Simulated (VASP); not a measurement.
The system is ZrC.

```
Zr C
1.0
     0.00000    2.36500    2.36500
     2.36500    0.00000    2.36500
     2.36500    2.36500    0.00000
Zr C
1 1
Cartesian
  2.3650 2.3650 2.3650
  0.0000 0.0000 0.0000
```

```yaml
Program: VASP 6.6.1
Task: relaxation of cell and atoms
Functional: PBE
Dispersion: D3(BJ)
Potentials_or_basis: VASP PAW PBE potentials, release 64 (Zr_sv, C)
Cutoff: 520 eV
k_mesh: 16 × 16 × 16
Occupations: gaussian, width 0.1 eV
Spin: no spin polarisation
```

At the start: pressure -7.6 GPa; volume 13.23 Å³/atom.

Q: How do energy, volume and symmetry change on relaxing?

A: Over 6 steps the energy falls by 11.4 meV/atom and the volume is 12.77 Å³/atom (-3.5 %); space group Fm-3m (No. 225, to 0.05 Å).

Step by step:
```tsv
step	energy change (eV)	largest force (eV/Å)	pressure (GPa)	volume (Å³)
1	0.0000	0.0000	-7.65	26.46
2	0.0402	0.0000	14.89	24.11
3	-0.0227	0.0000	-0.12	25.55
4	-0.0227	0.0000	0.05	25.53
5	-0.0227	0.0000	-0.07	25.54
6	-0.0227	0.0000	-0.02	25.53
```

Final structure:
```
Zr C
1.0
     0.00000    2.33720    2.33720
     2.33720    0.00000    2.33720
     2.33720    2.33720    0.00000
Zr C
1 1
Cartesian
  2.3372 2.3372 2.3372
  2.3372 0.0000 2.3372
```

Caveat: pairwise dispersion overbinds metals, which lowers pressure and volume.
